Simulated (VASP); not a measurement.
# BaAlGeH: Li into a neighbouring H vacancy, part 3 of 4

Wanted: the minimum-energy path in BaAlGeH for this move: Li into a neighbouring H vacancy. The start is a cell from a database of measured crystal structures.

VASP 6.6.1, plane waves and PAW; the level of theory is named at each step.

So far. Step 3 (Relax the start): The run ended after 34 ionic steps, 3.348 eV below its first step, once the forces on the free atoms met EDIFFG = -0.05. Step 3 (Relax the start): Li moved by 1.17 Å, so this state is no longer the site that was set up, and the path will join the minima actually found.

**4. Relax the end**

Level of this step: PBEsol, spin-polarised, with small moments to start from; plane waves and PAW (Ba_sv, Ge, Al, H, Li) (VASP).

The end state is relaxed in the same way, so that both ends share their errors.

Contents of INCAR:

```
SYSTEM = Ba4LiAl4Ge4H2
PREC = Normal
ENCUT = 280
EDIFF = 1E-05
NELM = 120
ISMEAR = 0
SIGMA = 0.05
LREAL = Auto
ALGO = Fast
GGA = PS
NBANDS = 58
ISPIN = 2
MAGMOM = 0 0 0 0.6 0 0 0.6 0 0 0 0 0 0 0 0.6
LORBIT = 11
LWAVE = .FALSE.
LCHARG = .FALSE.
KPAR = 3
IBRION = 2
NSW = 60
ISIF = 2
EDIFFG = -0.05
POTIM = 0.4
MAXMIX = 40
ISYM = 0
```

Contents of POSCAR:

```
Ba4LiAl4Ge4H2
1.0
   -6.5242557324      3.7667808034      5.0797700440
    6.5242557324     -3.7667808034      5.0797700440
    2.1747519108      3.7667808034     -5.0797700440
Ba Ge Al H Li
4 4 4 2 1
Direct
    0.4980176271      0.4981899164      0.0003612371
    1.0019173135      1.0020994782      0.0049138812
    0.9998750850      0.4970226910      0.5010323676
    0.4978746822      1.0013186552      0.4977532388
    0.5566569259      0.3916017121      0.4949811287
    0.0593807025      0.8924763216      0.5012106915
    0.0602010427      0.3907234733     -0.0017511940
    0.5593605995      0.8922272054      0.0035659976
    0.4368531033      0.6024790487      0.5054616319
    0.9366836160      0.1004876050      0.5011314163
    0.9303540647      0.5995387047      0.0006850251
    0.4345303544      0.1015358833     -0.0020282952
    0.0987368201      0.2680134491      0.4939508482
    0.6059634194      0.2737597013      0.0047388775
    0.6075241671      0.7735969711      0.5017719429
```

Contents of KPOINTS:

```
Automatic mesh
0
Gamma
3 3 3
0 0 0
```

Potentials, in the order of the species: Ba_sv, Ge, Al, H and Li (PBE family, release 64).

On the command line:

```sh
> mpirun -np 3 vasp_std
```

The log of the run:

```text
[... set-up lines as in an earlier step ...]
 entering main loop
       N       E                     dE             d eps       ncg     rms          rms(c)
DAV:   1     0.258518370444E+03    0.25852E+03   -0.19402E+04  3248   0.630E+02
DAV:   2    -0.373923308498E+02   -0.29591E+03   -0.28523E+03  4218   0.153E+02
DAV:   3    -0.568470844068E+02   -0.19455E+02   -0.19286E+02  4112   0.401E+01
DAV:   4    -0.575684582938E+02   -0.72137E+00   -0.72011E+00  5000   0.679E+00
DAV:   5    -0.575758642997E+02   -0.74060E-02   -0.74037E-02  4136   0.713E-01    0.115E+01
RMM:   6    -0.561948472923E+02    0.13810E+01   -0.14951E+00  3248   0.249E+00    0.665E+00
RMM:   7    -0.559419009140E+02    0.25295E+00   -0.80804E-01  3389   0.205E+00    0.262E+00
RMM:   8    -0.559341807670E+02    0.77201E-02   -0.23244E-01  3891   0.116E+00    0.684E-01
RMM:   9    -0.559326121171E+02    0.15686E-02   -0.38579E-02  4027   0.481E-01    0.434E-01
RMM:  10    -0.559317500282E+02    0.86209E-03   -0.10668E-02  4228   0.224E-01    0.143E-01
WARNING in EDDRMM: call to ZHEGV failed, returncode =   8  4     34
RMM:  11    -0.559320825253E+02   -0.33250E-03   -0.32039E-03  4544   0.115E-01    0.835E-02
RMM:  12    -0.559322003139E+02   -0.11779E-03   -0.85800E-04  4536   0.626E-02    0.358E-02
RMM:  13    -0.559322324526E+02   -0.32139E-04   -0.27013E-04  4038   0.324E-02    0.134E-02
RMM:  14    -0.559322412890E+02   -0.88363E-05   -0.88634E-05  3248   0.182E-02
   1 F= -.55932241E+02 E0= -.55929828E+02  d E =-.559322E+02  mag=     0.0002
 curvature:   0.00 expect dE= 0.000E+00 dE for cont linesearch  0.000E+00
 trial: gam= 0.00000 g(F)=  0.436E+01 g(S)=  0.000E+00 ort = 0.000E+00 (trialstep = 0.100E+01)
 search vector abs. value=  0.436E+01
 bond charge predicted
       N       E                     dE             d eps       ncg     rms          rms(c)
DAV:   1    -0.581267186004E+02   -0.21945E+01   -0.26768E+01  3248   0.157E+01    0.156E+00
RMM:   2    -0.581164720132E+02    0.10247E-01   -0.10838E+00  3267   0.320E+00    0.565E-01
RMM:   3    -0.581163951988E+02    0.76814E-04   -0.13480E-01  3765   0.113E+00    0.272E-01
RMM:   4    -0.581189226723E+02   -0.25275E-02   -0.31905E-02  5017   0.449E-01    0.194E-01
RMM:   5    -0.581195174662E+02   -0.59479E-03   -0.58622E-03  4978   0.178E-01    0.856E-02
RMM:   6    -0.581196926877E+02   -0.17522E-03   -0.19224E-03  5022   0.951E-02    0.370E-02
WARNING in EDDRMM: call to ZHEGV failed, returncode =   8  4     29
RMM:   7    -0.581197673867E+02   -0.74699E-04   -0.63952E-04  4633   0.537E-02    0.242E-02
WARNING in EDDRMM: call to ZHEGV failed, returncode =   8  4     34
RMM:   8    -0.581197916025E+02   -0.24216E-04   -0.20633E-04  4200   0.308E-02    0.107E-02
WARNING in EDDRMM: call to ZHEGV failed, returncode =   6  3     31
WARNING in EDDRMM: call to ZHEGV failed, returncode =   6  3     28
RMM:   9    -0.581197997570E+02   -0.81546E-05   -0.77469E-05  3762   0.190E-02
   2 F= -.58119800E+02 E0= -.58117541E+02  d E =-.218756E+01  mag=     0.0002
[... from here on, the cycles between the ionic steps are left out ...]
   3 F= -.58229314E+02 E0= -.58227127E+02  d E =-.229707E+01  mag=     0.0001
   4 F= -.58296776E+02 E0= -.58294367E+02  d E =-.236453E+01  mag=    -0.0001
[...]
WARNING in EDDRMM: call to ZHEGV failed, returncode =   6  3     34
   5 F= -.58429808E+02 E0= -.58427211E+02  d E =-.133032E+00  mag=     0.0001
[...]
WARNING in EDDRMM: call to ZHEGV failed, returncode =   6  3     33
[...]
WARNING in EDDRMM: call to ZHEGV failed, returncode =   8  4     26
WARNING in EDDRMM: call to ZHEGV failed, returncode =   6  3     27
[...]
WARNING in EDDRMM: call to ZHEGV failed, returncode =   6  3     22
   6 F= -.58572228E+02 E0= -.58569523E+02  d E =-.275453E+00  mag=    -0.0003
   7 F= -.58610515E+02 E0= -.58607825E+02  d E =-.382863E-01  mag=     0.0001
   8 F= -.58641843E+02 E0= -.58639202E+02  d E =-.696145E-01  mag=     0.0000
   9 F= -.58645756E+02 E0= -.58643103E+02  d E =-.735276E-01  mag=     0.0000
  10 F= -.58673180E+02 E0= -.58670513E+02  d E =-.274241E-01  mag=    -0.0001
  11 F= -.58679532E+02 E0= -.58676754E+02  d E =-.337758E-01  mag=    -0.0000
  12 F= -.58703755E+02 E0= -.58700839E+02  d E =-.242229E-01  mag=    -0.0003
[...]
WARNING in EDDRMM: call to ZHEGV failed, returncode =   8  4     26
  13 F= -.58716496E+02 E0= -.58713187E+02  d E =-.369645E-01  mag=    -0.0000
  14 F= -.58741078E+02 E0= -.58737412E+02  d E =-.245816E-01  mag=     0.0000
[...]
WARNING in EDDRMM: call to ZHEGV failed, returncode =   6  3     23
[...]
WARNING in EDDRMM: call to ZHEGV failed, returncode =   6  3     33
  15 F= -.58769812E+02 E0= -.58766408E+02  d E =-.533155E-01  mag=     0.0000
  16 F= -.58784298E+02 E0= -.58781288E+02  d E =-.144867E-01  mag=     0.0002
[...]
WARNING in EDDRMM: call to ZHEGV failed, returncode =   6  3     35
[...]
WARNING in EDDRMM: call to ZHEGV failed, returncode =   6  3     35
  17 F= -.58812822E+02 E0= -.58810640E+02  d E =-.430100E-01  mag=     0.0000
  18 F= -.58756684E+02 E0= -.58754531E+02  d E =0.131280E-01  mag=    -0.0000
  19 F= -.58815639E+02 E0= -.58813538E+02  d E =-.458271E-01  mag=     0.0000
  20 F= -.58847320E+02 E0= -.58845159E+02  d E =-.316808E-01  mag=    -0.0000
[...]
WARNING in EDDRMM: call to ZHEGV failed, returncode =   6  3     20
WARNING in EDDRMM: call to ZHEGV failed, returncode =   8  4     18
  21 F= -.58913056E+02 E0= -.58910683E+02  d E =-.974178E-01  mag=    -0.0000
  22 F= -.58914152E+02 E0= -.58911487E+02  d E =-.985130E-01  mag=     0.0000
[...]
WARNING in EDDRMM: call to ZHEGV failed, returncode =   6  3     34
  23 F= -.58935351E+02 E0= -.58932790E+02  d E =-.119712E+00  mag=    -0.0000
  24 F= -.58971319E+02 E0= -.58968712E+02  d E =-.359680E-01  mag=    -0.0000
[...]
WARNING in EDDRMM: call to ZHEGV failed, returncode =   6  3     32
  25 F= -.58997100E+02 E0= -.58994566E+02  d E =-.617494E-01  mag=     0.0000
  26 F= -.59029926E+02 E0= -.59027511E+02  d E =-.328253E-01  mag=    -0.0000
  27 F= -.59034063E+02 E0= -.59031721E+02  d E =-.369630E-01  mag=    -0.0000
  28 F= -.59044949E+02 E0= -.59042619E+02  d E =-.108858E-01  mag=    -0.0000
  29 F= -.59045543E+02 E0= -.59043221E+02  d E =-.114796E-01  mag=    -0.0000
  30 F= -.59049939E+02 E0= -.59047584E+02  d E =-.439561E-02  mag=    -0.0000
  31 F= -.59051040E+02 E0= -.59048647E+02  d E =-.549736E-02  mag=    -0.0000
  32 F= -.59053109E+02 E0= -.59050700E+02  d E =-.206886E-02  mag=     0.0000
  33 F= -.59053350E+02 E0= -.59050926E+02  d E =-.230924E-02  mag=     0.0000
  34 F= -.59054574E+02 E0= -.59052139E+02  d E =-.122475E-02  mag=     0.0000
 trial-energy change:   -0.001225  1 .order   -0.001231   -0.001597   -0.000865
 step:   2.7849(harm=  2.7849)  dis= 0.01320  next Energy=   -59.055093 (dE=-0.174E-02)
 bond charge predicted
       N       E                     dE             d eps       ncg     rms          rms(c)
DAV:   1    -0.590547303360E+02   -0.15247E-03   -0.11024E-01  3284   0.106E+00    0.829E-02
RMM:   2    -0.590550396995E+02   -0.30936E-03   -0.45946E-03  3254   0.216E-01    0.133E-02
RMM:   3    -0.590550786006E+02   -0.38901E-04   -0.43262E-04  3811   0.667E-02    0.955E-03
RMM:   4    -0.590550880629E+02   -0.94623E-05   -0.10310E-04  4090   0.237E-02    0.101E-02
RMM:   5    -0.590550870262E+02    0.10367E-05   -0.15313E-05  2368   0.920E-03
  35 F= -.59055087E+02 E0= -.59052640E+02  d E =-.173740E-02  mag=     0.0000
 curvature:  -5.09 expect dE=-0.269E-02 dE for cont linesearch -0.630E-06
 trial: gam= 0.11691 g(F)=  0.528E-03 g(S)=  0.000E+00 ort = 0.238E-04 (trialstep = 0.158E+01)
 search vector abs. value=  0.597E-03
 reached required accuracy - stopping structural energy minimisation
```

It took 14 min on 3 MPI ranks of AMD EPYC 9R45, shared host; peak memory 1 GiB.

From OUTCAR (step 4):

```text
 Found     14 irreducible k-points:

   NELECT =      71.0000    total number of electrons

 E-fermi :   4.0414

 spin component 1
 k-point     1 :       0.0000    0.0000    0.0000
  band No.  band energies     occupation
    ...
     32       2.7340      1.00000
     33       2.8768      1.00000
     34       2.9069      1.00000
     35       3.0455      1.00000
     36       3.4694      1.00000
     37       4.4284      0.00000
     38       4.7459      0.00000
     39       4.9524      0.00000
     40       5.3117      0.00000
     41       5.8424      0.00000
    ...

 k-point     2 :       0.3333    0.0000   -0.0000
  band No.  band energies     occupation
    ...
     32       2.5032      1.00000
     33       2.6678      1.00000
     34       2.7746      1.00000
     35       3.3659      1.00000
     36       3.9261      0.99945
     37       4.9946      0.00000
     38       5.3094      0.00000
     39       5.6061      0.00000
     40       5.6664      0.00000
     41       5.8436      0.00000
    ...

 k-point     3 :      -0.3333   -0.0000    0.3333
  band No.  band energies     occupation
    ...
     32       2.4690      1.00000
     33       2.6784      1.00000
     34       2.9042      1.00000
     35       3.3546      1.00000
     36       3.7906      1.00000
     37       5.0147      0.00000
     38       5.3597      0.00000
     39       5.5105      0.00000
     40       5.6996      0.00000
     41       5.9384      0.00000
    ...

 k-point     4 :       0.0000    0.3333   -0.3333
  band No.  band energies     occupation
    ...
     32       2.5620      1.00000
     33       2.8046      1.00000
     34       2.8684      1.00000
     35       3.5798      1.00000
     36       3.9225      0.99961
     37       4.6662      0.00000
     38       4.9876      0.00000
     39       5.2910      0.00000
     40       5.5796      0.00000
     41       5.8408      0.00000
    ...

  Total        3.2150299      2.7009011      3.0687053      0.3184716     -0.0238649     -0.4163932
  in kB       15.4732482     12.9988565     14.7690192      1.5327353     -0.1148566     -2.0040112
  external PRESSURE =      14.4137080 kB  Pullay stress =       0.0000000 kB

 POSITION                                       TOTAL-FORCE (eV/Angst)
 -----------------------------------------------------------------------------------
      1.97197      3.70972     -0.15468         0.007208      0.019746      0.008753
      6.46597     -3.54416      4.97396        -0.011590      0.005402      0.009393
     -2.11885      3.72242      5.03398        -0.026964     -0.022493     -0.005094
      4.52353     -0.10625      4.80691         0.024897     -0.009014      0.022702
      0.02139      2.53315      2.31401        -0.010054     -0.011657     -0.012323
      6.60080     -1.32285      2.23061        -0.008944      0.004226      0.007442
      4.29150      2.51504     -2.94693        -0.002676     -0.013139      0.004928
      2.14273     -1.19206      7.15919        -0.035815      0.025093     -0.009637
      2.17807      1.28010      2.82224         0.037448     -0.006911     -0.023726
     -4.27080      4.96379      2.92681        -0.015059     -0.020867     -0.001045
     -0.04600      5.00568      2.46740         0.008930      0.013232      0.001185
     -2.18802      1.30235      2.47209        -0.000048      0.021709      0.029643
      2.23197      1.20646     -0.44407         0.005613      0.032810     -0.011868
     -2.21656      1.30184      4.21064         0.021422     -0.006968     -0.025107
      2.18418      1.25046      5.61688         0.005633     -0.031168      0.004754
 -----------------------------------------------------------------------------------
    total drift:                                0.002240     -0.003884     -0.010400

  FREE ENERGIE OF THE ION-ELECTRON SYSTEM (eV)
  ---------------------------------------------------
  free  energy   TOTEN  =       -59.0550870262 eV

  energy  without entropy=      -59.0501923777  energy(sigma->0) =      -59.05263970

 total charge
# of ion       s       p       d       tot
------------------------------------------
    1        2.016   5.567   0.457   8.039
    2        2.019   5.562   0.451   8.032
    3        2.009   5.573   0.404   7.986
    4        2.018   5.563   0.441   8.022
    5        1.131   1.303   0.029   2.463
    6        1.121   1.271   0.025   2.417
    7        1.131   1.247   0.026   2.404
    8        1.130   1.269   0.024   2.423
    9        0.436   0.356   0.000   0.792
   10        0.425   0.401   0.000   0.827
   11        0.431   0.373   0.000   0.804
   12        0.417   0.384   0.000   0.801
   13        0.550   0.008   0.000   0.558
   14        0.552   0.007   0.000   0.559
   15        0.149   0.200   0.000   0.349
--------------------------------------------------
tot         15.534  29.085   1.857  46.477

 magnetization (x)
# of ion       s       p       d       tot
------------------------------------------
    1       -0.000   0.000   0.000  -0.000
    2       -0.000   0.000  -0.000   0.000
    3        0.000  -0.000   0.000   0.000
    4        0.000   0.000   0.000   0.000
    5       -0.000  -0.000  -0.000  -0.000
    6       -0.000   0.000  -0.000   0.000
    7        0.000   0.000   0.000   0.000
    8       -0.000  -0.000   0.000  -0.000
    9        0.000   0.000   0.000   0.000
   10       -0.000   0.000   0.000   0.000
   11       -0.000  -0.000   0.000  -0.000
   12       -0.000  -0.000   0.000  -0.000
   13        0.000   0.000   0.000   0.000
   14       -0.000   0.000   0.000  -0.000
   15       -0.000   0.000   0.000   0.000
--------------------------------------------------
tot          0.000   0.000   0.000   0.000

[... 6 parts as in an earlier step ...]

[... 5 further parts left out ...]
```

CONTCAR:

```
Ba4LiAl4Ge4H2
   1.00000000000000
    -6.5242557324000003    3.7667808034000001    5.0797700440000000
     6.5242557324000003   -3.7667808034000001    5.0797700440000000
     2.1747519108000000    3.7667808034000001   -5.0797700440000000
  Ba              Ge              Al              H               Li
     4     4     4     2     1
Direct
     0.4772007684073227    0.4576764192881551    0.9653278839879301
     0.0191356278267811    0.9976603149453381    0.0376249669405224
     0.9896041104904660    0.4989747922252900    0.4975930041581675
     0.4590392754759157    0.9860961781223123    0.4988507680653250
     0.5640159009206955    0.3983506272446239    0.5068329288016721
     0.0439639489537469    0.8905607775352117    0.4954079477819859
     0.0437795297353963    0.3701889369518879    0.9940981068773395
     0.5464430698858763    0.8718785766135755    0.0089687335506311
     0.4477124415530765    0.6131339628772893    0.5052615088159896
     0.9469750673247173    0.1265770481549378    0.4973819096116265
     0.9073155112838229    0.5698023716964715    0.9913876235822320
     0.4161991432442974    0.0782379497709556    0.0077838608545133
     0.1164348571094231    0.2929397958891646    0.4967943904262048
     0.5872577935994016    0.2460492338359531    0.0044033115890689
     0.7188524775890728    0.8869438312488348    0.5000618501567807
```

Relaxation path (22 of 35):

```
step  energy less that of the first step (eV)  largest force (eV/Å)
   1                                   0.0000                7.7192
   3                                  -2.2971                1.0935
   4                                  -2.3645                0.9859
   6                                  -2.6400                0.4151
   7                                  -2.6783                0.2923
   9                                  -2.7135                0.3155
  11                                  -2.7473                0.2694
  12                                  -2.7715                0.1976
  14                                  -2.8088                0.2441
  16                                  -2.8521                0.6039
  17                                  -2.8806                0.5437
  19                                  -2.8834                0.5238
  20                                  -2.9151                0.4281
  22                                  -2.9819                0.4926
  24                                  -3.0391                0.2489
  25                                  -3.0649                0.3990
  27                                  -3.1018                0.2912
  29                                  -3.1133                0.0968
  30                                  -3.1177                0.0733
  32                                  -3.1209                0.0618
  33                                  -3.1211                0.1388
  35                                  -3.1228                0.0449
```

The atoms that moved most (Å):

| atom | dx | dy | dz | length |
| --- | --- | --- | --- | --- |
| Li15 | 0.009 | -0.014 | 1.150 | 1.150 |
| Ba4 | 0.156 | -0.085 | -0.280 | 0.332 |
| Al12 | -0.011 | 0.056 | -0.261 | 0.267 |
| Ba1 | -0.205 | -0.058 | -0.134 | 0.251 |
| H14 | -0.059 | 0.033 | -0.234 | 0.244 |
| Ba2 | -0.070 | 0.205 | -0.101 | 0.239 |
| Al10 | 0.095 | -0.074 | 0.204 | 0.237 |
| Al11 | -0.064 | -0.010 | -0.221 | 0.230 |

The relaxed structure:

```xyz
15
Lattice="-6.5243 3.7668 5.0798 6.5243 -3.7668 5.0798 2.1748 3.7668 -5.0798" Properties=species:S:1:pos:R:3 pbc="T T T"
Ba   -0.2028   -0.0571    4.9251
Ba   -0.0583    0.2226   10.0537
Ba   -2.1188    3.7224    5.0340
Ba    4.5235   -0.1062    4.8069
Ge    0.0214    2.5332    2.3140
Ge    6.6008   -1.3229    2.2306
Ge    2.1167   -1.2517    2.1328
Ge    2.1427   -1.1921    7.1592
Al    2.1781    1.2801    2.8222
Al   -4.2708    4.9638    2.9268
Al   -2.2208    1.2389    7.5472
Al   -2.1880    1.3023    2.4721
H     2.2320    1.2065   -0.4441
H    -2.2166    1.3018    4.2106
Li    2.1842    1.2505    5.6169
```

Numbers from this step:

```
electronic cycles       : 244
free energy (TOTEN)     : -59.0551 eV
energy at zero smearing : -59.0526 eV
Fermi energy            : 4.041 eV
```

The run ended after 35 ionic steps, 3.123 eV below its first step, once the forces on the free atoms met EDIFFG = -0.05.

Li moved by 1.15 Å, so this state is no longer the site that was set up, and the path will join the minima actually found.

(Continued in part 4 of 4.)

[Lines on the potential files, build, host, timing and source positions are cut from VASP's logs without a mark.]

[Logs are printed without paths, hosts, clocks, repeated set-up lines and the standing remarks that a program may print on its own settings, such as how far it seeks lower states.]

[Hosts, paths, dates, database ids (printed as entryN), source tags and the programs' standing remarks are cut or masked in the printed files.]

[Runs that stopped without an error message from VASP are left out.]
